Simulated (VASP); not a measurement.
Here is the system:

```
CELL_PARAMETERS angstrom
      0.00000     2.91229     2.91229
      2.91229     0.00000     2.91229
      2.91229     2.91229     0.00000
ATOMIC_POSITIONS crystal
  Cd 0.00000 0.00000 0.00000
  S  0.25000 0.25000 0.25000
```

The numbers are results of PBEsol GGA, VASP's PBE PAW potentials (set 64) (plane waves; VASP), not measurements. Settings: 400 eV cut-off, Gaussian smearing of 0.050 eV, potentials Cd S.

Task: Give the energies of bands 6 to 11 at the high-symmetry points, in eV from the valence-band maximum.

Result: 
| band | Γ | X | U | L | W |
|---|---|---|---|---|---|
| 6 | -7.25 | -6.80 | -6.66 | -6.86 | -6.61 |
| 7 | 0.00 | -4.04 | -4.02 | -4.51 | -3.98 |
| 8 | 0.00 | -1.93 | -2.61 | -0.77 | -2.34 |
| 9 | 0.00 | -1.93 | -1.57 | -0.77 | -2.25 |
| 10 | 1.01 | 3.38 | 4.10 | 2.90 | 5.31 |
| 11 | 6.44 | 4.25 | 5.38 | 6.91 | 5.40 |

The gap is direct, 1.02 eV, from the valence maximum at Γ to the conduction minimum at Γ.

The structure comes from a measured CdS entry (F-43m) of the Crystallography Open Database, whose conditions weren't checked. It was relaxed first.
